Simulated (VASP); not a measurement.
Given:

```
CELL_PARAMETERS angstrom
      4.93129     0.00000     0.00000
      0.00000     4.93129     0.00000
      0.00000     0.00000     4.93129
ATOMIC_POSITIONS crystal
  Cs 0.00000 0.00000 0.00000
```

Method: PBEsol GGA, VASP's PBE PAW potentials (set 64) (plane waves; VASP). Settings: 400 eV cut-off, Gaussian smearing of 0.050 eV, potentials Cs_sv.

Task: Give the energies of bands 5 to 7 at the high-symmetry points, in eV from the Fermi level.

Result: 
```json
[
 {"band": "5", "Γ": "-1.66", "X": "-0.23", "M": "0.30", "R": "1.06"},
 {"band": "6", "Γ": "1.32", "X": "0.43", "M": "1.17", "R": "1.06"},
 {"band": "7", "Γ": "1.32", "X": "1.75", "M": "2.05", "R": "1.06"}
]
```

It has no gap at this level: it comes out as a metal or semimetal.

The structure was generated: Cs was put into the simple-cubic type (Pm-3m), which need not be its known phase. It was relaxed first.
